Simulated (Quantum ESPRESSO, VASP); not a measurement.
VASP input:

### KPOINTS
```
Regular mesh
0
Gamma
 4 4 6
```

**INCAR**
```
SYSTEM = OsO2
PREC = Accurate
ENCUT = 400
EDIFF = 1E-6
NELM = 100
ALGO = Normal
LREAL = .FALSE.
LASPH = .TRUE.
ISMEAR = -1
SIGMA = 0.1
GGA = PS
LMAXMIX = 6
LWAVE = .FALSE.
LCHARG = .FALSE.
ISIF = 2
```

File POSCAR:
```
OsO2
4.478210
  1.0000000000   0.0000000000   0.0000000000
  0.0000000000   1.0000000000   0.0000000000
  0.0000000000   0.0000000000   0.7166077518
Os O
2 4
direct
  0.0181280000  -0.0150730000   0.0085300000
  0.4830540000   0.5109960000   0.4527940000
  0.2980210000   0.3367970000  -0.0180660000
  0.6808430000   0.6641030000   0.0176120000
  0.1982960000   0.8225630000   0.5403970000
  0.8216580000   0.1806140000   0.4987330000
```

POTCAR, in this order: Os O (PBE.64 set). Program: vasp_std.

Task: Write an input for Quantum ESPRESSO that does the same calculation.

Result: One input that does it (PBEsol, GBRV 1.5 ultrasoft (PBESOL) pseudopotentials):
```
&control
    calculation = 'scf'
    prefix = 'scf'
    outdir = './out'
    pseudo_dir = './'
    tprnfor = .true.
    tstress = .true.
/
&system
    ibrav = 0
    nat = 6
    ntyp = 2
    ecutwfc = 40
    ecutrho = 320
    occupations = 'smearing'
    smearing = 'fermi-dirac'
    degauss = 0.0073499
/
&electrons
    conv_thr = 1e-10
/
ATOMIC_SPECIES
Os   190.2300  os_pbesol_v1.2.uspp.F.UPF
O     15.9990  o_pbesol_v1.2.uspp.F.UPF
ATOMIC_POSITIONS crystal
Os    0.01812800   -0.01507300    0.00853000
Os    0.48305400    0.51099600    0.45279400
O     0.29802100    0.33679700   -0.01806600
O     0.68084300    0.66410300    0.01761200
O     0.19829600    0.82256300    0.54039700
O     0.82165800    0.18061400    0.49873300
K_POINTS automatic
4 4 6  0 0 0
CELL_PARAMETERS angstrom
   4.47821000     0.00000000     0.00000000
   0.00000000     4.47821000     0.00000000
   0.00000000     0.00000000     3.20912000
```
Both inputs were run and reached self-consistency, which says nothing on mesh or cut-off. Potentials, basis and cut-offs are each code's own, so they don't translate, and total energies aren't comparable.

The structure comes from a computed database's OsO2 entry; how it stands against other phases isn't given here. The cell was not relaxed at this level, atoms are displaced from their ideal sites, and it may have been scaled.
